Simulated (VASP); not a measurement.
Consider the following.

```yaml
crystal:
  lattice:
    - [1.53776, -2.66349, 0.00000]
    - [1.53776, 2.66349, 0.00000]
    - [0.00000, 0.00000, 3.48093]
  atoms:
    - { symbol: Mg, position: [0.00000, 0.00000, 0.00000] }
    - { symbol: B, position: [0.33333, 0.66667, 0.50000] }
    - { symbol: B, position: [0.66667, 0.33333, 0.50000] }
```

All values below come from r2SCAN meta-GGA, VASP's PBE PAW potentials (set 64) (plane waves; VASP 6.6.1). Numerical set-up: 520 eV cut-off, 13×13×10 Γ-centred mesh, tetrahedra with Blöchl corrections, potentials Mg B.

The cores are frozen, which limits the accuracy of field gradients.

Q: Give the principal components of the electric field gradient (V/Å²) and the asymmetry η at each nucleus.

A: 
| atom | Vxx | Vyy | Vzz | η |
|---|---|---|---|---|
| Mg1 | 0.2 | 0.2 | -0.5 | - |
| B2 | -9.6 | -9.6 | 19.3 | 0.00 |
| B3 | -9.6 | -9.6 | 19.3 | 0.00 |

The compound is MgB2 in the AlB2 type structure. It was relaxed first.
